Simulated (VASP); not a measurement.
All values below come from PBE GGA, VASP's PBE PAW potentials (set 64) (plane waves; VASP).

The input files of a VASP run:

KPOINTS:
```
Automatic
0
G
6 6 6
```

### POSCAR
```
EuGe2
1
    0.0000000000     3.6453330000     3.6453330000
    3.6453330000     0.0000000000     3.6453330000
    3.6453330000     3.6453330000     0.0000000000
Eu Ge
1 2
Direct
  0.0000000000   0.0000000000   0.0000000000
  0.2500000000   0.2500000000   0.2500000000
  0.7500000000   0.7500000000   0.7500000000
```

**INCAR**
```
SYSTEM  =  EuGe2
PREC  =  Accurate; ENCUT  =  400; LREAL  =  .FALSE.
LASPH  =  .TRUE.
EDIFF  =  1E-6; NELM  =  100; ALGO  =  Normal
LMAXMIX  =  6
ISMEAR  =  1; SIGMA  =  0.1
GGA  =  PE
IBRION  =  2; NSW  =  40; ISIF  =  3
EDIFFG  =  -0.01
LWAVE  =  .FALSE.; LCHARG  =  .FALSE.
```

POTCAR, in this order: Eu_2 Ge_d (PBE.64 set). Program: vasp_std.

The 4f electrons are frozen in the core of the lanthanide potential, so 4f levels, which can set the real gap, and their magnetism are missing. Energy and stress use the plane-wave basis of the starting cell.

Estimate the energy per atom (σ→0), volume per atom, band gap (on the k-mesh).

```yaml
energy per atom (σ→0): -3.701 eV/atom
band gap (on the k-mesh): none (metal, semimetal or under 0.01 eV)
volume_per_atom: 26.09 Å^3/atom
```

**OSZICAR**
```
...
DAV:   1    -0.111403224411E+02   -0.38672E-01   -0.60171E-01   806   0.124E+01    0.121E+00
DAV:   2    -0.111126114041E+02    0.27711E-01   -0.54269E-02   836   0.411E+00    0.612E-01
DAV:   3    -0.111025966162E+02    0.10015E-01   -0.20072E-02   924   0.203E+00    0.122E-01
DAV:   4    -0.111021522247E+02    0.44439E-03   -0.16617E-03   924   0.638E-01    0.811E-02
DAV:   5    -0.111020730546E+02    0.79170E-04   -0.13533E-04   950   0.151E-01    0.345E-02
DAV:   6    -0.111020696089E+02    0.34457E-05   -0.41700E-05   868   0.108E-01    0.850E-03
DAV:   7    -0.111020699913E+02   -0.38241E-06   -0.14067E-06   516   0.166E-02
   4 F= -.11102070E+02 E0= -.11101967E+02  d E =-.366941E+00
```

The structure was generated: EuGe2 was put into the fluorite type (Fm-3m), which need not be its known phase. This run relaxes it. Symmetry was kept, so distortions that lower it aren't found.
